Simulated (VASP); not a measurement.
An input for Quantum ESPRESSO's pw.x (written as the equivalent of a VASP run, and not itself run):

```
&CONTROL
  calculation = 'scf'
  pseudo_dir = './pseudo'
  outdir = './out'
  tprnfor = .true.
  tstress = .true.
/
&SYSTEM
  ibrav = 0
  nat = 2
  ntyp = 2
  ecutwfc = 82.3
  occupations = 'smearing'
  smearing = 'gaussian'
  degauss = 0.000735
  input_dft = 'pbe'
/
&ELECTRONS
  conv_thr = 7.3e-08
  electron_maxstep = 100
/
ATOMIC_SPECIES
  Sr 87.620 Sr.upf
  Te 127.600 Te.upf
CELL_PARAMETERS angstrom
     0.0000000    3.3853660    3.3853660
     3.3853660    0.0000000    3.3853660
     3.3853660    3.3853660    0.0000000
ATOMIC_POSITIONS crystal
  Sr   0.0000000  0.0000000  0.0000000
  Te   0.5000000  0.5000000  0.5000000
K_POINTS automatic
  7 7 7 0 0 0
```

Problem. Write the VASP files for the same calculation (PBE).

Solution. One answer among several that fit: 
**POSCAR**
```
SrTe
1
    0.0000000000     3.3853660000     3.3853660000
    3.3853660000     0.0000000000     3.3853660000
    3.3853660000     3.3853660000     0.0000000000
Sr Te
1 1
Direct
  0.0000000000   0.0000000000   0.0000000000
  0.5000000000   0.5000000000   0.5000000000
```

File KPOINTS:
```
Automatic
0
Gamma
7 7 7
0 0 0
```

INCAR:
```
LWAVE  =  .FALSE.
SIGMA  =  0.01   ! width (eV)
ENCUT  =  300
GGA  =  PE   ! PBE
ISIF  =  2   ! forces and stress, cell fixed
LMAXMIX  =  4
NELM  =  100   ! most electronic steps
ALGO  =  Normal   ! blocked Davidson
LASPH  =  .TRUE.
LCHARG  =  .FALSE.
SYSTEM  =  SrTe
ISMEAR  =  0   ! Gaussian
PREC  =  Accurate
EDIFF  =  1E-6   ! SCF stop (eV)
LREAL  =  .FALSE.
```

POTCAR, in this order: Sr_sv Te (PBE.64 set). Program: vasp_std.

Limits of the translation: the potentials are each code's own (VASP's PAW set, PseudoDojo norm-conserving files in pw.x), so ENCUT and ecutwfc are chosen apart and not converted; conv_thr bounds pw.x's estimated SCF error, while EDIFF bounds the energy change between steps.

The structure comes from a computed database's SrTe entry; how it stands against other phases isn't given here. The cell was not relaxed at this level. The run is one of a series of settings (KPOINTS 7×7×7 Γ-centred mesh against the base run), some of them coarse on purpose.
